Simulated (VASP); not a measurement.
These are r2SCAN meta-GGA, VASP's PBE PAW potentials (set 64) (plane waves; VASP 6.6.1) values and carry that method's errors.

A VASP calculation is set up with these files.

**POSCAR**
```
AuAl2
1.0
  0.0150000000   3.0000000000   3.0000000000
  3.0000000000   0.0150000000   3.0000000000
  3.0150000000   3.0150000000   0.0000000000
Al Au
2 1
Cart
  1.5075000000   1.5075000000   1.5000000000
  4.5225000000   4.5225000000   4.5000000000
  0.0000000000   0.0000000000   0.0000000000
```

File KPOINTS:
```
Regular mesh
0
gamma
  8 8 8
0 0 0
```

### INCAR
```
# general
SYSTEM  = AuAl2
PREC    = Accurate
ENCUT   = 480   # plane-wave cut-off (eV)
LREAL   = F   # projection in real space or not
LASPH   = T

# electronic loop
EDIFF   = 1E-7   # SCF stop (eV)
NELM    = 100
ALGO    = Normal
LMAXMIX = 6
LMIXTAU = T

# smearing
ISMEAR  = 1
SIGMA   = 0.1   # width (eV)

# functional
METAGGA = R2SCAN

# ions
ISIF    = 2   # forces and stress, cell fixed

# output
LWAVE   = F
LCHARG  = F
```

POTCAR, in this order: Al Au (PBE.64 set). Program: vasp_std.

Unless said otherwise, spin-orbit coupling is left out, though it shifts the bands of the heavy elements here.

Problem. Estimate the energy per atom (σ→0), largest force, band gap (on the k-mesh).

Solution. 
The energy per atom (σ→0) is -21.851 eV/atom, the band gap (on the k-mesh) is none (metal, semimetal or under 0.01 eV) and the largest force is 0.00279 Ry/bohr.

**OSZICAR**
```
...
DAV:  12    -0.655518559734E+02   -0.47732E-03   -0.78006E-04  2344   0.320E-01    0.126E-02
DAV:  13    -0.655518139110E+02    0.42062E-04   -0.17685E-04  2388   0.165E-01    0.967E-03
DAV:  14    -0.655518092262E+02    0.46848E-05   -0.27849E-06  2840   0.194E-02    0.642E-03
DAV:  15    -0.655518086004E+02    0.62589E-06   -0.61245E-07  2556   0.792E-03    0.982E-04
DAV:  16    -0.655518082277E+02    0.37265E-06   -0.18752E-07  2156   0.478E-03    0.955E-04
DAV:  17    -0.655518080874E+02    0.14029E-06   -0.69871E-08  1528   0.317E-03    0.200E-04
DAV:  18    -0.655518080377E+02    0.49683E-07   -0.22347E-08  1224   0.164E-03
   1 F= -.65551808E+02 E0= -.65551627E+02  d E =-.544524E-03
```

The compound is AuAl2 in the fluorite structure. This cell was strained or had an atom moved on purpose. The electron count is odd and the run is not spin-polarised, which forces a metal.
